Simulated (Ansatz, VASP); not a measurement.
SiPb: VASP beside Ansatz

The input INCAR:

```
SYSTEM = SiPb
ALGO = Normal
EDIFF = 1E-7
ENCUT = 520
GGA = PS
ISIF = 2
ISMEAR = -1
LASPH = .TRUE.
LCHARG = .FALSE.
LREAL = .FALSE.
LWAVE = .FALSE.
NBANDS = 16
NELM = 100
PREC = Accurate
SIGMA = 0.08
```

File KPOINTS:

```
k-points
0
G
  11 11 11
  0 0 0
```

The input POSCAR:

```
SiPb
1.0
    3.1481339933      0.0000000000      0.0000000000
    0.0000000000      3.1481339933      0.0000000000
    0.0000000000      0.0000000000      3.1481339933
Pb Si
1 1
Direct
    0.0000000000      0.0000000000      0.0000000000
    0.5000000000      0.5000000000      0.5000000000
```

Input for Ansatz:

```yaml
crystal:
  lattice:
    - [3.1481339933, 0.0, 0.0]
    - [0.0, 3.1481339933, 0.0]
    - [0.0, 0.0, 3.1481339933]
  atoms:
    - { symbol: Pb, position: [0.0, 0.0, 0.0] }
    - { symbol: Si, position: [0.5, 0.5, 0.5] }
kpoints:
  mp_grid: { grid: [11, 11, 11] }
scf:
  occupations: { method: fermi_dirac, width: 0.08 }
hamiltonian:
  xc: pbesol
  pseudopotentials: { kind: all_electron, lapw: { basis_error: 0.001 } }
output:
  forces: true
  stress: true
  eigenvalues: true
  populations: true
```

Change from the starting cell: volume scaled by 0.68, LAPW.

Alike in both runs: task single point; functional PBEsol; k mesh 11 × 11 × 11; occupations fermi-dirac, width 0.08 eV; no spin polarisation.

```csv
,VASP,Ansatz
version,VASP 6.6.1,Ansatz 0.2.0
potentials or method,"VASP PAW PBE potentials, release 64 (Pb_d, Si)","all-electron LAPW, scalar-relativistic"
plane-wave cutoff (eV),520,see its input
```

|  | VASP | Ansatz | Ansatz less VASP |
| --- | --- | --- | --- |
| pressure (GPa) | 57.2 | 57.1 | -0.07 |

Ansatz ran all-electron here, so the differences hold the error of VASP's frozen core and of both bases.

Caveats: so large a pressure means that the cell lies far from this level's equilibrium, or that cutoff or potentials fall short (VASP); the potentials were made for another functional, which shifts forces and pressure (VASP). The runs have no spin-orbit coupling, so splittings on Pb are missing.
